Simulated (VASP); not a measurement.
An input for Quantum ESPRESSO's pw.x (written as the equivalent of a VASP run, and not itself run):

```
&CONTROL
  calculation = 'scf'
  pseudo_dir = './pseudo'
  outdir = './out'
  tprnfor = .true.
  tstress = .true.
/
&SYSTEM
  ibrav = 0
  nat = 18
  ntyp = 2
  ecutwfc = 84
  occupations = 'smearing'
  smearing = 'fermi-dirac'
  degauss = 0.00735
  input_dft = 'pbesol'
/
&ELECTRONS
  conv_thr = 7.3e-08
  electron_maxstep = 100
/
ATOMIC_SPECIES
  Sn 118.710 Sn.upf
  O 15.999 O.upf
CELL_PARAMETERS angstrom
     5.7587630    0.0000000    0.0000000
    -1.7958070    5.4716010    0.0000000
     0.0000000    0.0000000   20.7093000
ATOMIC_POSITIONS crystal
  Sn   0.6526110  0.3473890  0.3380120
  Sn   0.2714670  0.7285330  0.3941030
  Sn   0.8903230  0.1096770  0.4501890
  Sn   0.5091780  0.4908220  0.5062800
  Sn   0.1280340  0.8719660  0.5623660
  Sn   0.7468900  0.2531100  0.6184560
  O    0.9585810  0.6533590  0.3380120
  O    0.3466410  0.0414190  0.3380120
  O    0.6696830  0.3303170  0.4376340
  O    0.8732510  0.1267490  0.3505670
  O    0.1962930  0.4156470  0.4501890
  O    0.5843530  0.8037070  0.4501890
  O    0.9073950  0.0926050  0.5498110
  O    0.1109620  0.8890380  0.4627490
  O    0.4340040  0.1779360  0.5623660
  O    0.8220640  0.5659960  0.5623660
  O    0.1451060  0.8548940  0.6619880
  O    0.3486740  0.6513260  0.5749250
K_POINTS automatic
  3 3 1 0 0 0
```

Question: Translate this input to VASP (INCAR, KPOINTS, POSCAR, choice of POTCAR).

Answer: Several could match; the one computed here: 
File KPOINTS:
```
Automatic mesh
0
Gamma
3 3 1
0 0 0
```

POSCAR:
```
SnO2
1
    5.7587630000     0.0000000000     0.0000000000
   -1.7958070000     5.4716010000     0.0000000000
    0.0000000000     0.0000000000    20.7093000000
Sn O
6 12
Direct
  0.6526110000   0.3473890000   0.3380120000
  0.2714670000   0.7285330000   0.3941030000
  0.8903230000   0.1096770000   0.4501890000
  0.5091780000   0.4908220000   0.5062800000
  0.1280340000   0.8719660000   0.5623660000
  0.7468900000   0.2531100000   0.6184560000
  0.9585810000   0.6533590000   0.3380120000
  0.3466410000   0.0414190000   0.3380120000
  0.6696830000   0.3303170000   0.4376340000
  0.8732510000   0.1267490000   0.3505670000
  0.1962930000   0.4156470000   0.4501890000
  0.5843530000   0.8037070000   0.4501890000
  0.9073950000   0.0926050000   0.5498110000
  0.1109620000   0.8890380000   0.4627490000
  0.4340040000   0.1779360000   0.5623660000
  0.8220640000   0.5659960000   0.5623660000
  0.1451060000   0.8548940000   0.6619880000
  0.3486740000   0.6513260000   0.5749250000
```

**INCAR**
```
# general
SYSTEM   =  SnO2
PREC     =  Accurate
ENCUT    =  400
LREAL    =  Auto
LASPH    =  T

# electronic loop
EDIFF    =  1E-6
NELM     =  100
ALGO     =  Normal
LMAXMIX  =  4

# smearing
ISMEAR   =  -1
SIGMA    =  0.1

# functional
GGA      =  PS

# ions
ISIF     =  2

# output
LWAVE    =  F
LCHARG   =  F
```

POTCAR, in this order: Sn_d O (PBE.64 set). Program: vasp_std.

Limits of the translation: the potentials are each code's own (VASP's PAW set, PseudoDojo norm-conserving files in pw.x), so ENCUT and ecutwfc are chosen apart and not converted; conv_thr bounds pw.x's estimated SCF error, while EDIFF bounds the energy change between steps.

The cell is a sheet with vacuum, built from a database entry that may be metastable or hypothetical.
